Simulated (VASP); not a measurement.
Given:

```
CELL_PARAMETERS angstrom
      0.00000     2.59452     2.59452
      2.59452     0.00000     2.59452
      2.59452     2.59452     0.00000
ATOMIC_POSITIONS crystal
  Mg 0.00000 0.00000 0.00000
  S  0.50000 0.50000 0.50000
```

The numbers are results of PBE GGA with D3 dispersion (zero damping), VASP's PBE PAW potentials (set 64) (plane waves; VASP), not measurements. Settings: 520 eV cut-off, Gaussian smearing of 0.050 eV, potentials Mg S.

**Question.** What does the run give for the band gap (along the path) with the smallest direct gap where there is one?

**Answer.** 
```
Property                               Result
------------------------------------  -------
band gap (along the path)             2.79 eV
smallest direct gap (along the path)  3.78 eV
```

The absolute energy has meaning only against runs of the same code, potentials and settings.

The compound is MgS in the rock salt structure. It was relaxed first.
